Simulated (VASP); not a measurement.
Method: r2SCAN meta-GGA, VASP's PBE PAW potentials (set 64) (plane waves; VASP).

VASP input:

KPOINTS:
```
kpoints
0
gamma
  6 6 7
0 0 0
```

File POSCAR:
```
Cu3Sn
1
    5.4845544563     0.0000000000     0.0000000000
   -2.7422772282     4.7497634547     0.0000000000
   -0.0000000000    -0.0000000000     4.2383274553
Cu Sn
6 2
Direct
  0.1556906894   0.8443093106   0.7500000000
  0.8443093106   0.1556906894   0.2500000000
  0.3113813787   0.1556906894   0.2500000000
  0.6886186213   0.8443093106   0.7500000000
  0.1556906894   0.3113813787   0.7500000000
  0.8443093106   0.6886186213   0.2500000000
  0.3333330000   0.6666670000   0.2500000000
  0.6666670000   0.3333330000   0.7500000000
```

**INCAR**
```
! general
SYSTEM =Cu3Sn
PREC   =Accurate
ENCUT  =400
LREAL  =F
LASPH  =T

! electronic loop
EDIFF  =1E-6   ! SCF stop (eV)
NELM   =100   ! most electronic steps
ALGO   =Normal
LMAXMIX=4   ! l cut-off of mixed one-centre charges
LMIXTAU=T

! smearing
ISMEAR =1   ! Methfessel-Paxton
SIGMA  =0.1

! functional
METAGGA=R2SCAN

! ions
IBRION =2   ! conjugate gradients
NSW    =60   ! most ionic steps
ISIF   =3
EDIFFG =-0.02

! output
LWAVE  =F
LCHARG =F
```

POTCAR, in this order: Cu Sn_d (PBE.64 set). Program: vasp_std.

The resulting files:

File OSZICAR:
```
...
DAV:   5    -0.133757271534E+03   -0.28030E+00   -0.28021E+00  4760   0.139E+01    0.205E+01
DAV:   6    -0.120866733481E+03    0.12891E+02   -0.10278E+02  3392   0.148E+02    0.138E+01
DAV:   7    -0.114182459468E+03    0.66843E+01   -0.19391E+01  3600   0.670E+01    0.339E+00
DAV:   8    -0.114322959127E+03   -0.14050E+00   -0.33698E+00  4112   0.212E+01    0.332E+00
DAV:   9    -0.114088225625E+03    0.23473E+00   -0.74424E-01  4008   0.124E+01    0.649E-01
DAV:  10    -0.114188686606E+03   -0.10046E+00   -0.16627E-01  3520   0.265E+00    0.451E-01
DAV:  11    -0.114192676155E+03   -0.39895E-02   -0.26739E-02  3968   0.116E+00    0.357E-01
DAV:  12    -0.114199192377E+03   -0.65162E-02   -0.17955E-02  4128   0.153E+00    0.676E-02
DAV:  13    -0.114199421004E+03   -0.22863E-03   -0.16140E-03  4152   0.263E-01    0.767E-02
DAV:  14    -0.114199360398E+03    0.60605E-04   -0.25721E-04  4440   0.195E-01    0.354E-02
DAV:  15    -0.114199533463E+03   -0.17306E-03   -0.15421E-04  3744   0.931E-02    0.101E-02
DAV:  16    -0.114199559611E+03   -0.26148E-04   -0.13445E-05  4176   0.323E-02    0.589E-03
DAV:  17    -0.114199554268E+03    0.53435E-05   -0.33798E-06  2896   0.134E-02    0.347E-03
DAV:  18    -0.114199558975E+03   -0.47069E-05   -0.27103E-06  2712   0.160E-02    0.258E-03
DAV:  19    -0.114199558352E+03    0.62294E-06   -0.35951E-07  1928   0.724E-03
   1 F= -.11419956E+03 E0= -.11419770E+03  d E =-.114200E+03
       N       E                     dE             d eps       ncg     rms          rms(c)
DAV:   1    -0.115389121435E+03   -0.11896E+01   -0.21501E+01  3304   0.646E+01    0.831E+00
DAV:   2    -0.114557720971E+03    0.83140E+00   -0.79870E+00  3560   0.442E+01    0.305E+00
DAV:   3    -0.114269642775E+03    0.28808E+00   -0.14143E+00  3456   0.190E+01    0.168E+00
DAV:   4    -0.114215991998E+03    0.53651E-01   -0.10953E-01  4432   0.403E+00    0.310E-01
DAV:   5    -0.114213019950E+03    0.29720E-02   -0.14733E-02  4144   0.109E+00    0.724E-02
DAV:   6    -0.114215100190E+03   -0.20802E-02   -0.36557E-03  3944   0.445E-01    0.765E-02
DAV:   7    -0.114215148491E+03   -0.48300E-04   -0.14378E-04  4224   0.909E-02    0.770E-02
DAV:   8    -0.114215132277E+03    0.16214E-04   -0.58709E-05  3448   0.485E-02    0.530E-02
DAV:   9    -0.114215176460E+03   -0.44183E-04   -0.11226E-04  4024   0.871E-02    0.329E-02
DAV:  10    -0.114215169113E+03    0.73462E-05   -0.11101E-05  3336   0.301E-02    0.185E-02
DAV:  11    -0.114215173773E+03   -0.46596E-05   -0.55428E-06  3072   0.194E-02    0.159E-02
DAV:  12    -0.114215161892E+03    0.11881E-04   -0.56056E-06  3120   0.186E-02    0.136E-02
DAV:  13    -0.114215167701E+03   -0.58096E-05   -0.33323E-07  1800   0.591E-03    0.471E-03
DAV:  14    -0.114215167670E+03    0.30897E-07   -0.15770E-07  1784   0.323E-03
   2 F= -.11421517E+03 E0= -.11421338E+03  d E =-.156093E-01
       N       E                     dE             d eps       ncg     rms          rms(c)
DAV:   1    -0.114314969799E+03   -0.99802E-01   -0.16707E+00  3336   0.175E+01    0.245E+00
DAV:   2    -0.114250771192E+03    0.64199E-01   -0.72599E-01  3488   0.132E+01    0.983E-01
DAV:   3    -0.114221717933E+03    0.29053E-01   -0.13691E-01  3472   0.595E+00    0.451E-01
DAV:   4    -0.114217995574E+03    0.37224E-02   -0.84671E-03  4656   0.903E-01    0.116E-01
DAV:   5    -0.114217686224E+03    0.30935E-03   -0.17253E-03  4256   0.476E-01    0.296E-02
DAV:   6    -0.114218015430E+03   -0.32921E-03   -0.56032E-04  3664   0.154E-01    0.201E-02
DAV:   7    -0.114218018154E+03   -0.27238E-05   -0.43724E-05  3880   0.524E-02    0.175E-02
DAV:   8    -0.114218025680E+03   -0.75264E-05   -0.59222E-06  3272   0.161E-02    0.158E-02
DAV:   9    -0.114218021377E+03    0.43033E-05   -0.11688E-05  3952   0.397E-02    0.610E-03
DAV:  10    -0.114218027285E+03   -0.59082E-05   -0.12752E-06  2064   0.851E-03    0.509E-03
DAV:  11    -0.114218026768E+03    0.51721E-06   -0.23054E-07  1800   0.492E-03
   3 F= -.11421803E+03 E0= -.11421630E+03  d E =-.184684E-01
       N       E                     dE             d eps       ncg     rms          rms(c)
DAV:   1    -0.114218531564E+03   -0.50428E-03   -0.87454E-03  3360   0.127E+00    0.176E-01
DAV:   2    -0.114218122247E+03    0.40932E-03   -0.37003E-03  3520   0.947E-01    0.696E-02
DAV:   3    -0.114218016658E+03    0.10559E-03   -0.68818E-04  3456   0.422E-01    0.330E-02
DAV:   4    -0.114218008917E+03    0.77416E-05   -0.42591E-05  4624   0.680E-02    0.790E-03
DAV:   5    -0.114218009883E+03   -0.96633E-06   -0.81221E-06  3944   0.314E-02
   4 F= -.11421801E+03 E0= -.11421629E+03  d E =-.184515E-01
       N       E                     dE             d eps       ncg     rms          rms(c)
DAV:   1    -0.114238143201E+03   -0.20134E-01   -0.60072E-01  4384   0.572E+00    0.973E-01
DAV:   2    -0.114226193923E+03    0.11949E-01   -0.80079E-02  3536   0.430E+00    0.532E-01
DAV:   3    -0.114222740569E+03    0.34534E-02   -0.17357E-02  3736   0.204E+00    0.333E-01
DAV:   4    -0.114220696650E+03    0.20439E-02   -0.31791E-03  5152   0.750E-01    0.490E-02
DAV:   5    -0.114220772298E+03   -0.75648E-04   -0.11695E-03  3656   0.406E-01    0.265E-02
DAV:   6    -0.114220802152E+03   -0.29854E-04   -0.13431E-04  4680   0.132E-01    0.103E-02
DAV:   7    -0.114220798873E+03    0.32789E-05   -0.19000E-05  3880   0.334E-02    0.595E-03
DAV:   8    -0.114220807594E+03   -0.87209E-05   -0.11209E-05  3400   0.297E-02    0.432E-03
DAV:   9    -0.114220805527E+03    0.20673E-05   -0.36569E-06  2864   0.211E-02    0.580E-04
DAV:  10    -0.114220808025E+03   -0.24987E-05   -0.21797E-07  1776   0.424E-03    0.368E-04
DAV:  11    -0.114220806067E+03    0.19581E-05   -0.81252E-08  1760   0.339E-03    0.152E-04
DAV:  12    -0.114220806853E+03   -0.78595E-06   -0.25852E-08  1744   0.154E-03
   5 F= -.11422081E+03 E0= -.11421914E+03  d E =-.279697E-02
       N       E                     dE             d eps       ncg     rms          rms(c)
DAV:   1    -0.114230683570E+03   -0.98775E-02   -0.32612E-01  4376   0.424E+00    0.718E-01
DAV:   2    -0.114224109808E+03    0.65738E-02   -0.43922E-02  3528   0.320E+00    0.391E-01
DAV:   3    -0.114222263740E+03    0.18461E-02   -0.95002E-03  3760   0.151E+00    0.245E-01
DAV:   4    -0.114221165008E+03    0.10987E-02   -0.17357E-03  5160   0.560E-01    0.360E-02
DAV:   5    -0.114221204604E+03   -0.39596E-04   -0.64760E-04  3608   0.301E-01    0.196E-02
DAV:   6    -0.114221225485E+03   -0.20881E-04   -0.73109E-05  4696   0.979E-02    0.755E-03
DAV:   7    -0.114221221239E+03    0.42455E-05   -0.10556E-05  3592   0.250E-02    0.431E-03
DAV:   8    -0.114221227704E+03   -0.64648E-05   -0.62775E-06  3288   0.219E-02    0.316E-03
DAV:   9    -0.114221225915E+03    0.17893E-05   -0.17418E-06  1952   0.157E-02    0.539E-04
DAV:  10    -0.114221227701E+03   -0.17858E-05   -0.22250E-07  1752   0.405E-03    0.242E-04
DAV:  11    -0.114221227347E+03    0.35378E-06   -0.78820E-08  1712   0.277E-03
   6 F= -.11422123E+03 E0= -.11421953E+03  d E =-.321746E-02
       N       E                     dE             d eps       ncg     rms          rms(c)
DAV:   1    -0.114221661509E+03   -0.43381E-03   -0.13898E-02  4384   0.883E-01    0.148E-01
DAV:   2    -0.114221433001E+03    0.22851E-03   -0.18604E-03  3528   0.668E-01    0.805E-02
DAV:   3    -0.114221321881E+03    0.11112E-03   -0.40596E-04  3680   0.313E-01    0.504E-02
DAV:   4    -0.114221264868E+03    0.57013E-04   -0.72977E-05  5240   0.117E-01    0.733E-03
DAV:   5    -0.114221269755E+03   -0.48867E-05   -0.28514E-05  3656   0.615E-02    0.402E-03
DAV:   6    -0.114221266425E+03    0.33301E-05   -0.24768E-06  2416   0.198E-02    0.141E-03
DAV:   7    -0.114221268139E+03   -0.17145E-05   -0.39046E-07  1752   0.633E-03    0.546E-04
DAV:   8    -0.114221266802E+03    0.13368E-05   -0.32699E-07  1728   0.504E-03    0.526E-04
DAV:   9    -0.114221267462E+03   -0.65953E-06   -0.84726E-08  1696   0.329E-03
   7 F= -.11422127E+03 E0= -.11421958E+03  d E =-.325758E-02
```

**OUTCAR**
```
------------------------ aborting loop because EDIFF is reached ----------------------------------------
  FORCE on cell =-STRESS in cart. coord.  units (eV):
  Direction    XX          YY          ZZ          XY          YZ          ZX
  --------------------------------------------------------------------------------------
  Total        0.0167433      0.0167433      0.0639709     -0.0000000      0.0000000      0.0000000
  in kB        0.2391399      0.2391399      0.9136792     -0.0000000      0.0000000      0.0000000
  external PRESSURE =       0.4639863 kB  Pullay stress =       0.0000000 kB
  volume of cell :      112.18
      direct lattice vectors                 reciprocal lattice vectors
     5.483885442  0.000000000  0.000000000     0.182352460  0.105281243 -0.000000000
    -2.741942721  4.749184072  0.000000000    -0.000000000  0.210562485 -0.000000000
     0.000000000  0.000000000  4.307167888    -0.000000000 -0.000000000  0.232171122
 POSITION                                       TOTAL-FORCE (eV/Angst)
 -----------------------------------------------------------------------------------
     -1.46329      4.01095      3.23038         0.016020     -0.009249     -0.000000
      4.20523      0.73823      1.07679        -0.016020      0.009249      0.000000
      1.27865      0.73823      1.07679         0.016020      0.009249      0.000000
      1.46329      4.01095      3.23038        -0.016020     -0.009249     -0.000000
      0.00000      1.47646      3.23038        -0.000000      0.018498      0.000000
      2.74194      3.27272      1.07679         0.000000     -0.018498     -0.000000
     -0.00000      3.16612      1.07679         0.000000     -0.000000     -0.000000
      2.74195      1.58306      3.23038         0.000000     -0.000000      0.000000
 -----------------------------------------------------------------------------------
    total drift:                               -0.000783      0.000452     -0.000010
  FREE ENERGIE OF THE ION-ELECTRON SYSTEM (eV)
  ---------------------------------------------------
  free  energy   TOTEN  =      -114.2212674618 eV

  energy  without entropy=     -114.2162101385  energy(sigma->0) =     -114.21958169

 reached required accuracy - stopping structural energy minimisation
```
(Selected blocks of OUTCAR.)

CONTCAR:
```
Cu3Sn
   1.00000000000000
     5.4838854422359047    0.0000000000000098    0.0000000000000000
    -2.7419427211679381    4.7491840715402143    0.0000000000000000
     0.0000000000000000    0.0000000000000000    4.3071678875407082
  Cu              Sn
     6     2
Direct
     0.1554436237730650    0.8445563762269304    0.7500000000000000
     0.8445563762269350    0.1554436237730697    0.2500000000000000
     0.3108872474461400    0.1554436237730697    0.2500000000000000
     0.6891127525538600    0.8445563762269304    0.7500000000000000
     0.1554436237730697    0.3108872474461447    0.7500000000000000
     0.8445563762269304    0.6891127525538553    0.2500000000000000
     0.3333330000000032    0.6666669999999968    0.2500000000000000
     0.6666669999999968    0.3333330000000032    0.7500000000000000
```

The structure comes from a computed database's Cu3Sn entry (P6_3/mmc); how it stands against other phases isn't given here. This run relaxes it. Symmetry was kept, so distortions that lower it aren't found. The start is the result of an earlier pass.
